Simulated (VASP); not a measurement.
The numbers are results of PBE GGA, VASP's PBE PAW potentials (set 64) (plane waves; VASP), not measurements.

VASP input:

**INCAR**
```
ALGO  =  Normal
EDIFF  =  1E-6
ENCUT  =  400
GGA  =  PE
ISIF  =  2
ISMEAR  =  0
LASPH  =  .True.
LCHARG  =  .False.
LMAXMIX  =  4
LREAL  =  .False.
LWAVE  =  .False.
NELM  =  100
PREC  =  Accurate
SIGMA  =  0.01
SYSTEM  =  CdF2
```

**KPOINTS**
```
Automatic
0
Gamma
7 7 7
0 0 0
```

POSCAR:
```
CdF2
1
    0.0000000000     2.6380400000     2.6380400000
    2.6380400000     0.0000000000     2.6380400000
    2.6380400000     2.6380400000     0.0000000000
Cd F
1 2
Direct
  0.0000000000   0.0000000000   0.0000000000
  0.2500000000   0.2500000000   0.2500000000
  0.7500000000   0.7500000000   0.7500000000
```

POTCAR, in this order: Cd F (PBE.64 set). Program: vasp_std.

Output of the run:

### OSZICAR
```
       N       E                     dE             d eps       ncg     rms          rms(c)
DAV:   1     0.164676162175E+03    0.16468E+03   -0.14290E+04   720   0.129E+03
DAV:   2    -0.652962051150E+01   -0.17121E+03   -0.16578E+03   783   0.346E+02
DAV:   3    -0.122675586116E+02   -0.57379E+01   -0.57275E+01   712   0.731E+01
DAV:   4    -0.122887112101E+02   -0.21153E-01   -0.21150E-01   762   0.443E+00
DAV:   5    -0.122887807119E+02   -0.69502E-04   -0.69501E-04   754   0.227E-01    0.115E+01
DAV:   6    -0.107176501401E+02    0.15711E+01   -0.44074E+00   903   0.394E+01    0.857E+00
DAV:   7    -0.107419714536E+02   -0.24321E-01   -0.72689E-01   683   0.882E+00    0.496E+00
DAV:   8    -0.107338903672E+02    0.80811E-02   -0.11411E-01   732   0.373E+00    0.572E-01
DAV:   9    -0.107273882831E+02    0.65021E-02   -0.30948E-02   867   0.253E+00    0.811E-02
DAV:  10    -0.107279875019E+02   -0.59922E-03   -0.24370E-03   684   0.568E-01    0.987E-02
DAV:  11    -0.107280623290E+02   -0.74827E-04   -0.84526E-05   752   0.102E-01    0.207E-02
DAV:  12    -0.107280713586E+02   -0.90296E-05   -0.98811E-06   688   0.410E-02    0.146E-02
DAV:  13    -0.107280729564E+02   -0.15978E-05   -0.67367E-06   731   0.232E-02    0.250E-03
DAV:  14    -0.107280728594E+02    0.96954E-07   -0.37872E-07   480   0.586E-03
   1 F= -.10728073E+02 E0= -.10728073E+02  d E =-.116486E-11
```

### OUTCAR
```
------------------------ aborting loop because EDIFF is reached ----------------------------------------
  FORCE on cell =-STRESS in cart. coord.  units (eV):
  Direction    XX          YY          ZZ          XY          YZ          ZX
  --------------------------------------------------------------------------------------
  Total        1.1072287      1.1072287      1.1072287      0.0000000     -0.0000000      0.0000000
  in kB       48.3140908     48.3140908     48.3140908      0.0000000     -0.0000000      0.0000000
  external PRESSURE =      48.3140908 kB  Pullay stress =       0.0000000 kB
  volume of cell :       36.72
      direct lattice vectors                 reciprocal lattice vectors
     0.000000000  2.638040000  2.638040000    -0.189534655  0.189534655  0.189534655
     2.638040000  0.000000000  2.638040000     0.189534655 -0.189534655  0.189534655
     2.638040000  2.638040000  0.000000000     0.189534655  0.189534655 -0.189534655
 POSITION                                       TOTAL-FORCE (eV/Angst)
 -----------------------------------------------------------------------------------
      0.00000      0.00000      0.00000        -0.000000     -0.000000     -0.000000
      1.31902      1.31902      1.31902         0.000000      0.000000      0.000000
      3.95706      3.95706      3.95706        -0.000000     -0.000000     -0.000000
 -----------------------------------------------------------------------------------
    total drift:                               -0.000000      0.000000      0.000000
  FREE ENERGIE OF THE ION-ELECTRON SYSTEM (eV)
  ---------------------------------------------------
  free  energy   TOTEN  =       -10.7280728594 eV

  energy  without entropy=      -10.7280728594  energy(sigma->0) =      -10.72807286
```
(Selected blocks of OUTCAR.)

At this cut-off the stress carries a Pulay error, which pulls relaxed volumes low.

The structure comes from a computed database's CdF2 entry; how it stands against other phases isn't given here. The cell was not relaxed at this level, and its volume differs by -5.9 % from the start's.
